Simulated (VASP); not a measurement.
VASP input:

### POSCAR
```
MoP
1
    3.1936185960     0.0000000000    -0.0000000000
   -1.5968092980     2.7657546128    -0.0000000000
    0.0000000000     0.0000000000     6.3968608061
Mo P
2 2
Direct
  1.0000000000   0.0000000000   0.0000000000
  1.0000000000   0.0000000000   0.5000000000
  0.3333330000   0.6666670000   0.2500000000
  0.6666670000   0.3333330000   0.7500000000
```

KPOINTS:
```
Automatic mesh
0
Gamma
12 12 6
0 0 0
```

**INCAR**
```
# general
SYSTEM  = MoP
PREC    = Accurate
ENCUT   = 400   # plane-wave cut-off (eV)
LREAL   = .FALSE.
LASPH   = .TRUE.

# electronic loop
EDIFF   = 1E-7   # SCF stop (eV)
NELM    = 100   # most electronic steps
ALGO    = Normal
LMAXMIX = 4   # l cut-off of mixed one-centre charges

# smearing
ISMEAR  = -5   # tetrahedra, Bloechl

# functional
GGA     = PS   # PBEsol

# ions
ISIF    = 2

# output
LWAVE   = .FALSE.
LCHARG  = .TRUE.
LORBIT  = 11
NEDOS   = 601

# other
LEFG    = .TRUE.
```

POTCAR, in this order: Mo_sv P (PBE.64 set). Program: vasp_std.

**Question.** Write an equivalent input for Ansatz.

**Answer.** One equivalent input (not run):
Ansatz 0.2 input:
```yaml
crystal:
  lattice:
    - [3.1936186, 0.0000000, 0.0000000]
    - [-1.5968093, 2.7657546, 0.0000000]
    - [0.0000000, 0.0000000, 6.3968608]
  atoms:
    - { symbol: Mo, position: [1.0000000, 0.0000000, 0.0000000] }
    - { symbol: Mo, position: [1.0000000, 0.0000000, 0.5000000] }
    - { symbol: P, position: [0.3333330, 0.6666670, 0.2500000] }
    - { symbol: P, position: [0.6666670, 0.3333330, 0.7500000] }
kpoints:
  mp_grid: { grid: [12, 12, 6] }
hamiltonian:
  xc: pbesol
  pseudopotentials: { kind: paw }
scf:
  occupations: { method: tetrahedron }
  max_iter: 100
output: { forces: true, stress: true, eigenvalues: true }
```
What does not carry over: each code has its own PAW files, so the cut-off isn't converted (ENCUT is set for VASP's; basis.ecutwfc is left out, and Ansatz then takes the one that its files recommend); Ansatz stops its SCF on the density residual and VASP on the energy change (EDIFF); the field gradients of LEFG aren't asked of the other code.

The structure was generated: MoP was put into the NiAs type type (P6_3/mmc), which need not be its known phase. It was relaxed first, which changed the volume by -35 %.
